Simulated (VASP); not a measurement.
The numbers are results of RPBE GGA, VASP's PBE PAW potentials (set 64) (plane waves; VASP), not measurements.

Input for VASP

File POSCAR:
```
CdS
1
    0.0000000000     2.9100000000     2.9100000000
    2.9100000000     0.0000000000     2.9100000000
    2.9100000000     2.9100000000     0.0000000000
Cd S
1 1
Direct
  0.0000000000   0.0000000000   0.0000000000
  0.2500000000   0.2500000000   0.2500000000
```

**INCAR**
```
# general
SYSTEM   =  CdS
PREC     =  Accurate
ENCUT    =  520
LREAL    =  .FALSE.   # projection in real space or not
LASPH    =  .TRUE.   # aspherical one-centre terms

# electronic loop
EDIFF    =  1E-6   # SCF stop (eV)
NELM     =  100   # most electronic steps
ALGO     =  Normal   # blocked Davidson
LMAXMIX  =  4   # l cut-off of mixed one-centre charges

# smearing
ISMEAR   =  0
SIGMA    =  0.05   # width (eV)

# functional
GGA      =  RP   # RPBE

# ions
IBRION   =  2   # conjugate gradients
NSW      =  60   # most ionic steps
ISIF     =  3   # ions, shape and volume
EDIFFG   =  -0.01   # ionic stop

# output
LWAVE    =  .FALSE.
LCHARG   =  .FALSE.
```

KPOINTS:
```
Automatic mesh
0
G
  7 7 7
```

POTCAR, in this order: Cd S (PBE.64 set). Program: vasp_std.

Output of the run:

### OSZICAR
```
       N       E                     dE             d eps       ncg     rms          rms(c)
DAV:   1     0.109799997022E+03    0.10980E+03   -0.93765E+03   528   0.126E+03
DAV:   2    -0.108747088648E+01   -0.11089E+03   -0.10527E+03   560   0.299E+02
DAV:   3    -0.593910661641E+01   -0.48516E+01   -0.48347E+01   640   0.645E+01
DAV:   4    -0.597452820916E+01   -0.35422E-01   -0.35404E-01   585   0.547E+00
DAV:   5    -0.597506207652E+01   -0.53387E-03   -0.53386E-03   625   0.658E-01    0.906E+00
DAV:   6    -0.545198935700E+01    0.52307E+00   -0.10079E+00   714   0.137E+01    0.705E+00
DAV:   7    -0.543461620621E+01    0.17373E-01   -0.25074E-01   545   0.397E+00    0.342E+00
DAV:   8    -0.543868825015E+01   -0.40720E-02   -0.25245E-02   555   0.242E+00    0.398E-01
DAV:   9    -0.543899115428E+01   -0.30290E-03   -0.33478E-03   605   0.969E-01    0.940E-02
DAV:  10    -0.543937499831E+01   -0.38384E-03   -0.46994E-04   535   0.221E-01    0.834E-02
DAV:  11    -0.543959785050E+01   -0.22285E-03   -0.38929E-04   520   0.182E-01    0.190E-02
DAV:  12    -0.543958829012E+01    0.95604E-05   -0.60326E-05   667   0.124E-01    0.132E-02
DAV:  13    -0.543959417259E+01   -0.58825E-05   -0.18281E-05   525   0.297E-02    0.146E-02
DAV:  14    -0.543959355100E+01    0.62160E-06   -0.75682E-07   465   0.838E-03
   1 F= -.54395936E+01 E0= -.54395936E+01  d E =-.543959E+01
       N       E                     dE             d eps       ncg     rms          rms(c)
DAV:   1    -0.807219470955E+01   -0.26326E+01   -0.58116E+01   540   0.108E+02    0.166E+01
DAV:   2    -0.587382619670E+01    0.21984E+01   -0.48594E+00   560   0.365E+01    0.565E+00
DAV:   3    -0.557421377481E+01    0.29961E+00   -0.60388E-01   540   0.994E+00    0.526E+00
DAV:   4    -0.552128884042E+01    0.52925E-01   -0.76556E-02   540   0.271E+00    0.149E+00
DAV:   5    -0.551937395417E+01    0.19149E-02   -0.41562E-03   575   0.649E-01    0.515E-01
DAV:   6    -0.551955067327E+01   -0.17672E-03   -0.92892E-04   550   0.347E-01    0.155E-01
DAV:   7    -0.551966999908E+01   -0.11933E-03   -0.25417E-04   560   0.176E-01    0.221E-02
DAV:   8    -0.551968820271E+01   -0.18204E-04   -0.33190E-05   575   0.603E-02    0.111E-02
DAV:   9    -0.551969360196E+01   -0.53992E-05   -0.10839E-05   555   0.337E-02    0.528E-03
DAV:  10    -0.551969431759E+01   -0.71563E-06   -0.64120E-07   410   0.787E-03
   2 F= -.55196943E+01 E0= -.55196943E+01  d E =-.801008E-01
       N       E                     dE             d eps       ncg     rms          rms(c)
DAV:   1    -0.567578269815E+01   -0.15609E+00   -0.31213E+00   565   0.232E+01    0.287E+00
DAV:   2    -0.554125156951E+01    0.13453E+00   -0.34044E-01   580   0.924E+00    0.955E-01
DAV:   3    -0.552743458173E+01    0.13817E-01   -0.42142E-02   520   0.233E+00    0.800E-01
DAV:   4    -0.552653114262E+01    0.90344E-03   -0.19619E-03   535   0.516E-01    0.238E-01
DAV:   5    -0.552644748457E+01    0.83658E-04   -0.39019E-04   610   0.283E-01    0.880E-02
DAV:   6    -0.552647744875E+01   -0.29964E-04   -0.89222E-05   545   0.117E-01    0.300E-02
DAV:   7    -0.552647652204E+01    0.92671E-06   -0.76310E-06   575   0.207E-02
   3 F= -.55264765E+01 E0= -.55264765E+01  d E =-.868830E-01
```

OUTCAR:
```
------------------------ aborting loop because EDIFF is reached ----------------------------------------
  FORCE on cell =-STRESS in cart. coord.  units (eV):
  Direction    XX          YY          ZZ          XY          YZ          ZX
  --------------------------------------------------------------------------------------
  Total        0.0118207      0.0118207      0.0118207     -0.0000000     -0.0000000      0.0000000
  in kB        0.3480513      0.3480513      0.3480513     -0.0000000     -0.0000000      0.0000000
  external PRESSURE =       0.3480513 kB  Pullay stress =       0.0000000 kB
  volume of cell :       54.41
      direct lattice vectors                 reciprocal lattice vectors
     0.000000000  3.007644925  3.007644925    -0.166243028  0.166243028  0.166243028
     3.007644925 -0.000000000  3.007644925     0.166243028 -0.166243028  0.166243028
     3.007644925  3.007644925 -0.000000000     0.166243028  0.166243028 -0.166243028
  FREE ENERGIE OF THE ION-ELECTRON SYSTEM (eV)
  ---------------------------------------------------
  free  energy   TOTEN  =        -5.5264765220 eV

  energy  without entropy=       -5.5264765220  energy(sigma->0) =       -5.52647652

 reached required accuracy - stopping structural energy minimisation
```
(Selected blocks of OUTCAR.)

**CONTCAR**
```
CdS
   1.00000000000000
     0.0000000000000000    3.0076449249649468    3.0076449249649468
     3.0076449249649468   -0.0000000000000000    3.0076449249649468
     3.0076449249649468    3.0076449249649468   -0.0000000000000000
  Cd              S
     1     1
Direct
     0.0000000000000000    0.0000000000000000    0.0000000000000000
     0.2500000000000000    0.2500000000000000    0.2500000000000000
```

Energy and stress use the plane-wave basis of the starting cell.

The compound is CdS in the zinc blende structure, a metastable form; wurtzite is the usual one. This run relaxes it. Symmetry was kept, so distortions that lower it aren't found.
